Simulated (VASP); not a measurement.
Data:

```yaml
crystal:
  lattice:
    - [4.43674, 0.00000, 0.00000]
    - [0.00000, 4.43674, 0.00000]
    - [0.00000, 0.00000, 4.43674]
  atoms:
    - { symbol: Ga, position: [0.00000, 0.00000, 0.00000] }
    - { symbol: N, position: [0.25607, 0.25607, 0.25607] }
    - { symbol: N, position: [0.74393, 0.74393, 0.25607] }
    - { symbol: N, position: [0.74393, 0.25607, 0.74393] }
    - { symbol: N, position: [0.25607, 0.74393, 0.74393] }
    - { symbol: Al, position: [0.50000, 0.50000, 0.00000] }
    - { symbol: Al, position: [0.50000, 0.00000, 0.50000] }
    - { symbol: Al, position: [0.00000, 0.50000, 0.50000] }
```

Calculation: HSE06 screened hybrid, VASP's PBE PAW potentials (set 64) (plane waves; VASP 6.6.1). Settings: 500 eV cut-off, 4×4×4 Γ-centred mesh, Gaussian smearing of 0.050 eV, potentials Ga_d N Al.

Task: Which forces act on the atoms, in eV/Å?

Result: 
```csv
atom,Fx,Fy,Fz
Ga1,0.000,0.000,0.000
N2,-0.074,-0.074,-0.074
N3,0.074,0.074,-0.074
N4,0.074,-0.074,0.074
N5,-0.074,0.074,0.074
Al6,0.000,0.000,0.000
Al7,0.000,0.000,0.000
Al8,0.000,0.000,0.000
```

Task: Give the stress tensor in GPa (positive for a compressed cell).

Result: 
```
-5.47   0.00   0.00
 0.00  -5.47   0.00
 0.00   0.00  -5.47
```
The pressure is its mean diagonal, -5.47 GPa.

The structure was generated: Al3GaN4 was put into an ordered model structure (P-43m), which need not be its known phase. It was relaxed first. The cell's shape comes from a PBE relaxation.
